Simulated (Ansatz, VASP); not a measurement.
# Si5Ge3 (amorphous Si0.625Ge0.375) in two plane-wave programs, part 3 of 3

Aim: how closely do two programs agree when they are given the same cell, functional and k mesh? Of the first pair: The structure shown is the start of the Ansatz relaxation below; VASP solves that cell, so the two are compared at the walk's first step.

VASP 6.6.1 and Ansatz 0.2.0.

So far. Step 3 (VASP: single point, PBE, start cell, pair 1): The run ends at a pressure of 0.97 GPa, with forces up to 0.94 eV/Å.

### 6. VASP: single point, PBE, relaxed cell, pair 2

Level of this step: PBE; plane waves and PAW (Si, Ge_d) (VASP).

The same cell, functional, mesh and smearing now go to VASP, with its own data sets.

INCAR reads:

```
SYSTEM = Si5Ge3
PREC = Accurate
ENCUT = 500
EDIFF = 1E-06
NELM = 120
ISMEAR = -1
SIGMA = 0.025
LREAL = Auto
ALGO = Normal
GGA = PE
NBANDS = 336
LORBIT = 11
LWAVE = .FALSE.
LCHARG = .FALSE.
ISIF = 2
LASPH = .TRUE.
GGA_COMPAT = .FALSE.
EFERMI = MIDGAP
NCORE = 2
```

POSCAR reads:

```
Si5Ge3
1.0
   11.9280030000      0.0831950000     -0.0346750000
    0.0831950000     11.5729120000     -0.2606220000
   -0.0346750000     -0.2606220000     11.4771480000
Si Ge
45 27
Direct
    0.2157900000      0.5573300000      0.1246800000
    0.3342800000      0.1729200000      0.3308500000
    0.7978300000      0.0520900000      0.5732600000
    0.5948300000      0.8945600000      0.2764300000
    0.3594200000      0.6235700000      0.5798800000
    0.0270400000      0.2654400000      0.5177700000
    0.4184600000      0.9759000000      0.3566100000
    0.2173500000      0.2083900000      0.5030100000
    0.8490900000      0.0406200000      0.1319500000
    0.2736600000      0.8298400000      0.3345600000
    0.7099800000      0.2941100000      0.9172100000
    0.2723900000      0.4961500000      0.9249700000
    0.4785600000      0.3177800000      0.3751900000
    0.0620000000      0.6429900000      0.7445400000
    0.4985100000      0.8160600000      0.9649900000
    0.7993900000      0.6272000000      0.3406000000
    0.6184000000      0.5667500000      0.0742100000
    0.1471100000      0.4558800000      0.7570000000
    0.0673200000      0.6800200000      0.1791900000
    0.4114900000      0.2215500000      0.8345800000
    0.8997500000      0.1354000000      0.4232600000
    0.1627100000      0.8042100000      0.8368400000
    0.2984200000      0.0593200000      0.8299300000
    0.7108200000      0.4268900000      0.5916900000
    0.1219500000      0.3935000000      0.2083600000
    0.9043300000      0.8775100000      0.0150200000
    0.0993600000      0.9098500000      0.0116800000
    0.9977600000      0.3241700000      0.7242500000
    0.4555100000      0.7977300000      0.6375700000
    0.8019500000      0.8536600000      0.5327400000
    0.0997600000      0.4318400000      0.4185000000
    0.9136700000      0.6776900000      0.0472300000
    0.1639700000      0.0974200000      0.9770800000
    0.1990200000      0.7242600000      0.4906600000
    0.4280100000      0.3554500000      0.6906300000
    0.7915500000      0.9035100000      0.8564100000
    0.9007200000      0.5987400000      0.8503400000
    0.3554300000      0.6528500000      0.2497100000
    0.5643000000      0.2929900000      0.5584300000
    0.9403200000      0.9685100000      0.2931100000
    0.7853000000      0.8340000000      0.3329400000
    0.4403900000      0.9787000000      0.5577100000
    0.1130900000      0.8726500000      0.2163000000
    0.9241300000      0.3686400000      0.1573700000
    0.6476100000      0.5795900000      0.4689400000
    0.6517500000      0.7444800000      0.6040200000
    0.6024800000      0.1000800000      0.6151300000
    0.8135400000      0.4139100000      0.7798300000
    0.9879400000      0.7454200000      0.5714200000
    0.7458600000      0.7110900000      0.7878100000
    0.4555200000      0.5387700000      0.4030400000
    0.8054600000      0.5447800000      0.1478000000
    0.5812200000      0.6399600000      0.8861300000
    0.5692800000      0.3702500000      0.0621400000
    0.0220300000      0.6261300000      0.3853300000
    0.0967600000      0.9150400000      0.6699700000
    0.6494800000      0.0502400000      0.1564200000
    0.2427000000      0.2279600000      0.1411500000
    0.8164400000      0.2894600000      0.3116700000
    0.8722900000      0.2167800000      0.0181600000
    0.5948300000      0.1451200000      0.8267100000
    0.2599800000      0.4081600000      0.5804700000
    0.4207500000      0.5505300000      0.7780700000
    0.6210400000      0.2596700000      0.2328900000
    0.5156800000      0.7357300000      0.1568900000
    0.3699300000      0.3309200000      0.0081100000
    0.6209200000      0.9798200000      0.9494300000
    0.9143700000      0.0197900000      0.7419200000
    0.2544500000      0.0515300000      0.6263900000
    0.0089100000      0.1740100000      0.8644600000
    0.3591800000      0.8567900000      0.8240000000
    0.8669800000      0.4442200000      0.4612600000
```

KPOINTS reads:

```
Automatic mesh
0
Gamma
1 1 1
0 0 0
```

The projector-augmented-wave data sets are Si and Ge_d (PBE family, release 64).

The run is started by

```
$ mpirun -np 8 vasp_gam
```

Numbers of over 12 decimals in the logs are rounded to 6 here.

Output:

```text
[... set-up lines as in an earlier step ...]
 entering main loop
       N       E                     dE             d eps       ncg     rms          rms(c)
DAV:   1     0.109913293549E+05    0.10991E+05   -0.20838E+05   864   0.360E+03
DAV:   2     0.236071577307E+04   -0.86306E+04   -0.82568E+04   672   0.107E+03
DAV:   3     0.709343478937E+02   -0.22898E+04   -0.21437E+04   736   0.286E+02
DAV:   4    -0.326542113175E+03   -0.39748E+03   -0.37386E+03   832   0.118E+02
[...]
DAV:  17    -0.349455318068E+03   -0.29173E-05   -0.21386E-05   672   0.223E-02    0.261E-03
DAV:  18    -0.349455319154E+03   -0.10863E-05   -0.79281E-06   616   0.149E-02    0.107E-03
DAV:  19    -0.349455319591E+03   -0.43712E-06   -0.34439E-06   528   0.630E-03
   1 F= -.34945532E+03 E0= -.34945498E+03  d E =-.688680E-03
```

Parts of OUTCAR (step 6):

```text
 POSITION                                       TOTAL-FORCE (eV/Angst)
 -----------------------------------------------------------------------------------
      2.61599      6.43539      1.27824         0.003980     -0.000224     -0.005760
      3.99021      1.94277      3.74056         0.009688      0.006769      0.001615
      9.50097      0.51980      6.53815         0.018427     -0.001154     -0.000257
      7.15997     10.33011      2.91886         0.008085     -0.002602     -0.008475
      4.31893      7.09529      6.48039        -0.010826      0.009385     -0.006521
      0.32666      2.93922      5.87241        -0.003898     -0.001899     -0.004802
      5.06022     11.23588      3.82401        -0.016059      0.010716      0.001935
      2.59245      2.29867      5.71127        -0.010318      0.000155      0.011581
     10.12675      0.50634      1.47438         0.009828     -0.011883     -0.006541
      3.32165      9.53924      3.61403        -0.000783      0.016054     -0.002222
      8.46131      3.22373     10.42568         0.008476     -0.003127     -0.005205
      3.25827      5.52349     10.47726         0.006369      0.002253      0.000199
      5.72169      3.61967      4.20670        -0.011195     -0.003807      0.004082
      0.76721      7.25238      8.37547        -0.006140     -0.006624      0.011060
[...]
-----------------------------------------------------------------------------------
    total drift:                               -0.000488      0.005687      0.011562

  FREE ENERGIE OF THE ION-ELECTRON SYSTEM (eV)
  ---------------------------------------------------
  free  energy   TOTEN  =      -349.4553195911 eV

  energy  without entropy=     -349.4546309114  energy(sigma->0) =     -349.45497525
```

The run ends at a pressure of -0.08 GPa, with forces up to 0.042 eV/Å.

### 7. Comparison

What differs besides the data sets and the points named for the pairs above, as far as they apply: the cutoff is 420 eV in Ansatz and 500 eV in VASP (PREC = Accurate, projectors in real space). Total energies have different zeros and are not compared.

Compared:

```
              quantity  Ansatz   VASP  difference
        pressure (GPa)    0.01  -0.08       +0.09
gap on the k mesh (eV)   0.357  0.357       0.000
```

At this near-relaxed geometry the largest component of a force difference is 9 meV/Å. A gap on the mesh is an upper bound, since the band edges may lie between its points.

### 8. Summary of results

* r.m.s. force difference (single point, PBE, start cell, pair 1): 1.2 % of the r.m.s. force
* difference in gap on the k mesh (single point, PBE, relaxed cell, pair 2): 2.5e-4 eV

The r.m.s. force difference is 1.2 % of the r.m.s. force (single point, PBE, start cell, pair 1), within the 3 % picked in this series as the mark of a large difference. How closely two codes agree says nothing of how well the functional describes the real material.

[Lines on the potential files, build, host, timing and source positions are cut from VASP's logs without a mark.]

[Logs are printed without paths, hosts, clocks, repeated set-up lines and the standing remarks that a program may print on its own settings, such as how far it seeks lower states.]

[Hosts, paths, dates, database ids (printed as entryN), source tags and the programs' standing remarks are cut or masked in the printed files.]
